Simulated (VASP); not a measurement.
Output of a VASP run:

OUTCAR:
```
 ion  position               nearest neighbor table
   1  0.665  0.665  0.000-   2 2.59   3 2.61   3 2.61   3 2.61   3 2.61   3 2.63   2 2.63   2 2.63
                             2 2.63   2 2.63
   2  0.335  0.335  0.000-   1 2.59   3 2.61   3 2.61   3 2.61   3 2.61   3 2.63   1 2.63   1 2.63
                             1 2.63   1 2.63
   3  0.000  0.000  0.000-   1 2.61   1 2.61   1 2.61   2 2.61   1 2.61   2 2.61   2 2.61   2 2.61
                             1 2.63   2 2.63
  LATTYP: Found a body centered tetragonal cell.
 ALAT       =     3.2100000000
 C/A-ratio  =     2.4454828660
 Subroutine PRICEL returns:
 Original cell was already a primitive cell.
 Subroutine GETGRP returns: Found 16 space group operations
The static configuration has the point symmetry D_4h.
The dynamic configuration has the point symmetry D_4h.
 Subroutine INISYM returns: Found 16 space group operations
 Subroutine IBZKPT returns following result:
 Found    116 irreducible k-points:

 Following reciprocal coordinates:
            Coordinates               Weight
  0.000000  0.000000  0.000000      1.000000
  0.142857  0.000000  0.000000      4.000000
  0.285714  0.000000 -0.000000      4.000000
  0.428571 -0.000000  0.000000      4.000000
  0.142857  0.142857  0.000000      2.000000
  0.285714  0.142857  0.000000      4.000000
  0.428571  0.142857  0.000000      4.000000
 -0.428571  0.142857  0.000000      4.000000
 -0.285714  0.142857  0.000000      4.000000
 -0.142857  0.142857  0.000000      2.000000
  0.285714  0.285714 -0.000000      2.000000
  0.428571  0.285714 -0.000000      4.000000
 -0.428571  0.285714 -0.000000      4.000000
 -0.285714  0.285714  0.000000      2.000000
  0.428571  0.428571  0.000000      2.000000
 -0.428571  0.428571  0.000000      2.000000
  0.000000  0.000000  0.125000      2.000000
  0.142857 -0.000000  0.125000      4.000000
  0.285714  0.000000  0.125000      4.000000
  0.428571 -0.000000  0.125000      4.000000
 -0.428571  0.000000  0.125000      4.000000
 -0.285714  0.000000  0.125000      4.000000
 -0.142857  0.000000  0.125000      4.000000
  0.142857  0.142857  0.125000      2.000000
  0.285714  0.142857  0.125000      4.000000
  0.428571  0.142857  0.125000      4.000000
 -0.428571  0.142857  0.125000      4.000000
 -0.285714  0.142857  0.125000      4.000000
 -0.142857  0.142857  0.125000      4.000000
  0.285714  0.285714  0.125000      2.000000
  0.428571  0.285714  0.125000      4.000000
 -0.428571  0.285714  0.125000      4.000000
 -0.285714  0.285714  0.125000      4.000000
 -0.142857  0.285714  0.125000      4.000000
  0.428571  0.428571  0.125000      2.000000
 -0.428571  0.428571  0.125000      4.000000
 -0.285714  0.428571  0.125000      4.000000
 -0.142857  0.428571  0.125000      4.000000
 -0.428571 -0.428571  0.125000      2.000000
 -0.285714 -0.428571  0.125000      4.000000
   k-points           NKPTS =    116   k-points in BZ     NKDIM =    116   number of bands    NBANDS=     15
   number of dos      NEDOS =    301   number of ions     NIONS =      3
   total plane-waves  NPLWV =  21952
   dimension x,y,z NGX =    28 NGY =   28 NGZ =   28
   dimension x,y,z NGXF=    56 NGYF=   56 NGZF=   56
   ions per type =               2   1
   PREC   = accura    normal or accurate (medium, high low for compatibility)
   ISTART =      0    job   : 0-new  1-cont  2-samecut
   ICHARG =      2    charge: 1-file 2-atom 10-const
   ISPIN  =      1    spin polarized calculation?
   LNONCOLLINEAR =      F non collinear calculations
   LSORBIT =      F    spin-orbit coupling
   INIWAV =      1    electr: 0-lowe 1-rand  2-diag
   ENCUT  =  300.0 eV  22.05 Ry    4.70 a.u.   6.40  6.40  6.40*2*pi/ulx,y,z
   NELM   =    100;   NELMIN=  2; NELMDL= -5     # of ELM steps
   EDIFF  = 0.1E-05   stopping-criterion for ELM
   LREAL  =      F    real-space projection
   NLSPLINE    = F    spline interpolate recip. space projectors
   LMAXMIX     =    4 max onsite mixed and CHGCAR
...
```

### OSZICAR
```
       N       E                     dE             d eps       ncg     rms          rms(c)
DAV:   1     0.646044269399E+02    0.64604E+02   -0.86069E+03  3856   0.913E+02
DAV:   2    -0.247153271189E+02   -0.89320E+02   -0.88244E+02  4439   0.249E+02
DAV:   3    -0.260360572943E+02   -0.13207E+01   -0.13083E+01  4495   0.282E+01
DAV:   4    -0.260417971189E+02   -0.57398E-02   -0.57391E-02  4187   0.203E+00
DAV:   5    -0.260418379668E+02   -0.40848E-04   -0.40846E-04  4523   0.152E-01    0.219E+01
DAV:   6    -0.252461579825E+02    0.79568E+00   -0.74711E+00  4061   0.187E+01    0.485E+00
DAV:   7    -0.251070793521E+02    0.13908E+00   -0.11004E+00  3880   0.667E+00    0.451E+00
DAV:   8    -0.250660805290E+02    0.40999E-01   -0.12136E-01  4173   0.277E+00    0.430E-01
DAV:   9    -0.250650785351E+02    0.10020E-02   -0.21746E-03  4299   0.382E-01    0.237E-01
DAV:  10    -0.250649701363E+02    0.10840E-03   -0.61475E-04  4089   0.234E-01    0.560E-02
DAV:  11    -0.250649588161E+02    0.11320E-04   -0.19242E-04  4180   0.109E-01    0.341E-02
DAV:  12    -0.250649552269E+02    0.35892E-05   -0.22558E-05  3991   0.344E-02    0.670E-03
DAV:  13    -0.250649549488E+02    0.27814E-06   -0.49609E-07  2146   0.563E-03
   1 F= -.25064955E+02 E0= -.25064369E+02  d E =-.117262E-02
```

File OUTCAR:
```
------------------------ aborting loop because EDIFF is reached ----------------------------------------
  FORCE on cell =-STRESS in cart. coord.  units (eV):
  Direction    XX          YY          ZZ          XY          YZ          ZX
  --------------------------------------------------------------------------------------
  Total       -0.8766947     -0.8766947     -0.7774524      0.0000000      0.0000000      0.0000000
  in kB      -34.7303572    -34.7303572    -30.7988604      0.0000000      0.0000000      0.0000000
  external PRESSURE =     -33.4198583 kB  Pullay stress =       0.0000000 kB
  volume of cell :       40.44
      direct lattice vectors                 reciprocal lattice vectors
    -1.605000000  1.605000000  3.925000000     0.000000000  0.311526480  0.127388535
     1.605000000 -1.605000000  3.925000000     0.311526480  0.000000000  0.127388535
     1.605000000  1.605000000 -3.925000000     0.311526480  0.311526480  0.000000000
 POSITION                                       TOTAL-FORCE (eV/Angst)
 -----------------------------------------------------------------------------------
      0.00000      0.00000      5.22025         0.000000      0.000000     -0.064339
      0.00000      0.00000      2.62975         0.000000      0.000000      0.064339
      0.00000      0.00000      0.00000        -0.000000     -0.000000      0.000000
 -----------------------------------------------------------------------------------
    total drift:                                0.000000      0.000000     -0.000000
  FREE ENERGIE OF THE ION-ELECTRON SYSTEM (eV)
  ---------------------------------------------------
  free  energy   TOTEN  =       -25.0649549488 eV

  energy  without entropy=      -25.0637823255  energy(sigma->0) =      -25.06436864
```
(Selected blocks of OUTCAR.)

**POSCAR**
```
MoSi2
1
   -1.6050000000     1.6050000000     3.9250000000
    1.6050000000    -1.6050000000     3.9250000000
    1.6050000000     1.6050000000    -3.9250000000
Si Mo
2 1
Direct
  0.6650000000   0.6650000000   0.0000000000
  0.3350000000   0.3350000000   0.0000000000
  0.0000000000   0.0000000000   0.0000000000
```

**Question.** Reconstruct the remaining input files.

**Answer.** This is not unique; one that fits is the input of the run itself, PBEsol GGA, plane waves, VASP's PBE PAW potentials (set 64).

INCAR:
```
! general
SYSTEM =MoSi2
PREC   =Accurate
ENCUT  =300
LREAL  =F
LASPH  =T

! electronic loop
EDIFF  =1E-6
NELM   =100
ALGO   =Normal
LMAXMIX=4

! smearing
ISMEAR =0
SIGMA  =0.1

! functional
GGA    =PS

! ions
ISIF   =2

! output
LWAVE  =F
LCHARG =F
```

### KPOINTS
```
Automatic mesh
0
Gamma
7 7 8
0 0 0
```

POTCAR, in this order: Si Mo_sv (PBE.64 set). Program: vasp_std.

At this cut-off the stress carries a Pulay error, which pulls relaxed volumes low.

The structure is a typed MoSi2 crystal. The cell was not relaxed at this level. The k-mesh is coarse (spacing up to 0.35 per Å, 2π included), so the numbers may not be converged in it.
